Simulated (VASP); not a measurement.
VASP input:

KPOINTS:
```
Automatic mesh
0
Gamma
17 17 17
0 0 0
```

POSCAR:
```
Mo
1.0
 -1.5320998912   1.5320998912   1.5320998912
  1.5320998912  -1.5320998912   1.5320998912
  1.5320998912   1.5320998912  -1.5320998912
Mo
1
Cart
  1.5320998912   1.5320998912   1.5320998912
```

**INCAR**
```
ENCUT = 500   # plane-wave cut-off (eV)
EDIFFG = -0.02   # ionic stop
ISIF = 3
LREAL = .FALSE.
SIGMA = 0.1   # width (eV)
ISMEAR = 1   # Methfessel-Paxton
PREC = Accurate
PSTRESS = 300
ALGO = Normal   # blocked Davidson
EDIFF = 1E-6
LMAXMIX = 4   # l cut-off of mixed one-centre charges
NSW = 40
IBRION = 2   # conjugate gradients
LASPH = .TRUE.   # aspherical one-centre terms
SYSTEM = Mo
LWAVE = .FALSE.
LCHARG = .FALSE.
GGA = PE
NELM = 100   # most electronic steps
```

POTCAR, in this order: Mo_sv (PBE.64 set). Program: vasp_std.

### Question
Write an equivalent input for Quantum ESPRESSO's pw.x.

### Answer
One equivalent input (not run):
```
&CONTROL
  calculation = 'vc-relax'
  pseudo_dir = './pseudo'
  outdir = './out'
  tprnfor = .true.
  tstress = .true.
  nstep = 40
  forc_conv_thr = 0.00078
/
&SYSTEM
  ibrav = 0
  nat = 1
  ntyp = 1
  ecutwfc = 80
  occupations = 'smearing'
  smearing = 'methfessel-paxton'
  degauss = 0.00735
  input_dft = 'pbe'
/
&ELECTRONS
  conv_thr = 7.3e-08
  electron_maxstep = 100
/
&IONS
/
&CELL
  press = 300
/
ATOMIC_SPECIES
  Mo 95.950 Mo.upf
CELL_PARAMETERS angstrom
    -1.5320999    1.5320999    1.5320999
     1.5320999   -1.5320999    1.5320999
     1.5320999    1.5320999   -1.5320999
ATOMIC_POSITIONS crystal
  Mo   1.0000000  1.0000000  1.0000000
K_POINTS automatic
  17 17 17 0 0 0
```
What does not carry over: the potentials are each code's own (VASP's PAW set, PseudoDojo norm-conserving files in pw.x), so ENCUT and ecutwfc are chosen apart and not converted; conv_thr bounds pw.x's estimated SCF error, while EDIFF bounds the energy change between steps; forc_conv_thr acts on force components and is met together with etot_conv_thr.

The compound is Mo in the bcc structure. This run relaxes it under an external pressure of 30 GPa. Symmetry was kept, so distortions that lower it aren't found.
